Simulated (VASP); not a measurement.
Level of theory: TPSS meta-GGA, VASP's PBE PAW potentials (set 64) (plane waves; VASP).

VASP input:

File KPOINTS_OPT:
```
k-points along high-symmetry lines
10
Line-mode
Reciprocal
  0.000000   0.000000   0.000000 ! GAMMA
 -0.500000  -0.500000   0.000000 ! X

 -0.500000  -0.500000   0.000000 ! X
 -0.375000  -0.375000   0.250000 ! U

 -0.375000  -0.000000   0.375000 ! K
  0.000000   0.000000   0.000000 ! GAMMA

  0.000000   0.000000   0.000000 ! GAMMA
 -0.000000   0.000000   0.500000 ! L

 -0.000000   0.000000   0.500000 ! L
 -0.500000  -0.250000   0.250000 ! W

 -0.500000  -0.250000   0.250000 ! W
 -0.500000  -0.500000   0.000000 ! X
```

### INCAR
```
SYSTEM = ZnSe
PREC = Accurate
ENCUT = 520
EDIFF = 1E-7
NELM = 100
ALGO = Normal
LREAL = .FALSE.
LASPH = .TRUE.
ISMEAR = -5
METAGGA = TPSS
LMIXTAU = .TRUE.
LMAXMIX = 4
LWAVE = .FALSE.
LCHARG = .FALSE.
LORBIT = 11
NEDOS = 601
ISIF = 2
```

KPOINTS:
```
K-points
0
G
9 9 9
```

### POSCAR
```
ZnSe
1
   -0.0000000000     2.8535675342     2.8535675342
    2.8535675342    -0.0000000000     2.8535675342
    2.8535675342     2.8535675342    -0.0000000000
Zn Se
1 1
Direct
  0.0000000000   0.0000000000   0.0000000000
  0.2500000000   0.2500000000   0.2500000000
```

POTCAR, in this order: Zn Se (PBE.64 set). Program: vasp_std.

The resulting files:

### OSZICAR
```
       N       E                     dE             d eps       ncg     rms          rms(c)
DAV:   1     0.672038772941E+02    0.67204E+02   -0.93808E+03   910   0.162E+03
DAV:   2    -0.180396171269E+02   -0.85243E+02   -0.82273E+02   965   0.281E+02
DAV:   3    -0.235431573851E+02   -0.55035E+01   -0.54750E+01  1125   0.719E+01
DAV:   4    -0.235993431463E+02   -0.56186E-01   -0.56167E-01  1000   0.775E+00
DAV:   5    -0.235996498487E+02   -0.30670E-03   -0.30669E-03  1080   0.559E-01    0.489E+00
DAV:   6    -0.221228693622E+02    0.14768E+01   -0.38668E+00   920   0.429E+01    0.328E+00
DAV:   7    -0.221027822848E+02    0.20087E-01   -0.48803E-01  1185   0.843E+00    0.211E+00
DAV:   8    -0.220052163030E+02    0.97566E-01   -0.27095E-01   910   0.961E+00    0.829E-01
DAV:   9    -0.323041776611E+04   -0.32084E+04   -0.31821E+04  1756   0.239E+01    0.915E+01
DAV:  10    -0.186892810141E+02    0.32117E+04   -0.14815E+04   910   0.631E+02    0.184E+01
DAV:  11    -0.216711306659E+02   -0.29818E+01   -0.54785E-01   975   0.612E+00    0.368E+00
DAV:  12    -0.221053545517E+02   -0.43422E+00   -0.72606E-02  1095   0.398E+00    0.748E-01
DAV:  13    -0.221713023719E+02   -0.65948E-01   -0.10218E-02  1005   0.133E+00    0.184E-01
DAV:  14    -0.221718062714E+02   -0.50390E-03   -0.36170E-03  1063   0.806E-01    0.803E-02
DAV:  15    -0.221772400082E+02   -0.54337E-02   -0.16685E-03   930   0.533E-01    0.851E-02
DAV:  16    -0.221773617590E+02   -0.12175E-03   -0.73938E-05  1055   0.103E-01    0.791E-02
DAV:  17    -0.221780062568E+02   -0.64450E-03   -0.36163E-04  1076   0.378E-01    0.523E-02
DAV:  18    -0.221782240135E+02   -0.21776E-03   -0.12306E-04   910   0.129E-01    0.484E-02
DAV:  19    -0.221781254426E+02    0.98571E-04   -0.37411E-05   920   0.771E-02    0.467E-02
DAV:  20    -0.221781490313E+02   -0.23589E-04   -0.37997E-05   910   0.766E-02    0.471E-02
DAV:  21    -0.221781643834E+02   -0.15352E-04   -0.77942E-06   915   0.329E-02    0.474E-02
DAV:  22    -0.221781585099E+02    0.58736E-05   -0.26551E-07  1072   0.694E-03    0.475E-02
DAV:  23    -0.221781239205E+02    0.34589E-04   -0.21354E-06   910   0.170E-02    0.479E-02
DAV:  24    -0.221781172031E+02    0.67173E-05   -0.41356E-07   995   0.102E-02    0.481E-02
DAV:  25    -0.221781115202E+02    0.56830E-05   -0.89061E-08   666   0.353E-03    0.481E-02
DAV:  26    -0.221781100066E+02    0.15136E-05   -0.63892E-08   710   0.259E-03    0.482E-02
DAV:  27    -0.221781083447E+02    0.16619E-05   -0.12751E-08   480   0.130E-03    0.482E-02
DAV:  28    -0.221781086513E+02   -0.30664E-06   -0.36428E-09   455   0.766E-04    0.482E-02
DAV:  29    -0.221781074307E+02    0.12207E-05   -0.24590E-09   455   0.560E-04    0.482E-02
DAV:  30    -0.221781146494E+02   -0.72187E-05   -0.13633E-08   550   0.150E-03    0.480E-02
DAV:  31    -0.221781356211E+02   -0.20972E-04   -0.24609E-07   910   0.787E-03    0.470E-02
DAV:  32    -0.221781751814E+02   -0.39560E-04   -0.63358E-07   910   0.110E-02    0.454E-02
DAV:  33    -0.221781897281E+02   -0.14547E-04   -0.19124E-06   910   0.191E-02    0.425E-02
DAV:  34    -0.221776698134E+02    0.51991E-03   -0.53471E-05   910   0.902E-02    0.308E-02
DAV:  35    -0.221768856636E+02    0.78415E-03   -0.11823E-04   910   0.131E-01    0.220E-02
DAV:  36    -0.221766757854E+02    0.20988E-03   -0.15874E-05   910   0.493E-02    0.192E-02
DAV:  37    -0.221763821364E+02    0.29365E-03   -0.47801E-05   910   0.861E-02    0.144E-02
DAV:  38    -0.221762030295E+02    0.17911E-03   -0.56545E-05   910   0.967E-02    0.911E-03
DAV:  39    -0.221761629549E+02    0.40075E-04   -0.16482E-05   915   0.540E-02    0.617E-03
DAV:  40    -0.221761645490E+02   -0.15942E-05   -0.49481E-06   920   0.274E-02    0.476E-03
DAV:  41    -0.221761817777E+02   -0.17229E-04   -0.30881E-05   910   0.624E-02    0.154E-03
DAV:  42    -0.221761850751E+02   -0.32975E-05   -0.13655E-06  1060   0.134E-02    0.968E-04
DAV:  43    -0.221761857848E+02   -0.70964E-06   -0.18142E-07   907   0.456E-03    0.767E-04
DAV:  44    -0.221761871972E+02   -0.14125E-05   -0.27849E-06   910   0.162E-02    0.168E-04
DAV:  45    -0.221761871815E+02    0.15714E-07   -0.11899E-08   795   0.127E-03
   1 F= -.22176187E+02 E0= -.22176187E+02  d E =0.000000E+00
       N       E                     dE             ncg
       N       E                     dE             ncg
```

File OUTCAR:
```
------------------------ aborting loop because EDIFF is reached ----------------------------------------
  FORCE on cell =-STRESS in cart. coord.  units (eV):
  Direction    XX          YY          ZZ          XY          YZ          ZX
  --------------------------------------------------------------------------------------
  Total        0.0203336      0.0203336      0.0203336     -0.0000000     -0.0000000      0.0000000
  in kB        0.7010184      0.7010184      0.7010184     -0.0000000     -0.0000000      0.0000000
  external PRESSURE =       0.7010184 kB  Pullay stress =       0.0000000 kB
  volume of cell :       46.47
      direct lattice vectors                 reciprocal lattice vectors
     0.000000000  2.853567534  2.853567534    -0.175219263  0.175219263  0.175219263
     2.853567534  0.000000000  2.853567534     0.175219263 -0.175219263  0.175219263
     2.853567534  2.853567534  0.000000000     0.175219263  0.175219263 -0.175219263
  FREE ENERGIE OF THE ION-ELECTRON SYSTEM (eV)
  ---------------------------------------------------
  free  energy   TOTEN  =       -22.1761871815 eV

  energy  without entropy=      -22.1761871815  energy(sigma->0) =      -22.17618718

 total charge

# of ion       s       p       d       tot
------------------------------------------
    1        0.515   0.430   9.821  10.767
    2        1.426   2.434   0.028   3.888
--------------------------------------------------
tot          1.942   2.864   9.849  14.655
```
(Selected blocks of OUTCAR.)

The compound is ZnSe in the zinc blende structure. It was relaxed first.
